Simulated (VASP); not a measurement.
Data:

```xyz
4
Lattice="1.9039 -5.0312 0.0000 1.9039 5.0312 0.0000 0.0000 0.0000 3.7521" Properties=species:S:1:pos:R:3 pbc="T T T"
P      1.9039    -0.6440     0.9380
P      1.9039     0.6440     2.8141
Cu     1.9039    -3.5697     0.9380
Cu     1.9039     3.5697     2.8141
```

The numbers are results of PBE GGA, VASP's PBE PAW potentials (set 64) (plane waves; VASP), not measurements. Settings: 400 eV cut-off, 2×2×2 Γ-centred mesh, Gaussian smearing of 0.050 eV, potentials P Cu.

Gaps are read on the run's mesh, which can miss a band edge.

Problem. Estimate the energy per atom (σ→0), pressure, largest force, band gap (on the k-mesh) with the smallest direct gap where there is one.

Solution. 
| Property | Value |
|---|---|
| band gap (on the k-mesh) | none (metal, semimetal or under 0.01 eV) |
| energy per atom (σ→0) | -3.921 eV/atom |
| pressure | -7.03 GPa |
| largest force | 0.279 eV/Å |

Only differences to runs with the same potentials and settings are physical.

The structure was generated: CuP was put into the CrB type (Cmcm), which need not be its known phase. The cell was not relaxed at this level. The k-mesh is coarse (spacing up to 0.88 per Å, 2π included), so the numbers may not be converged in it. The run is one of a series of settings (KPOINTS 2×2×2 Γ-centred mesh against the base run), some of them coarse on purpose.
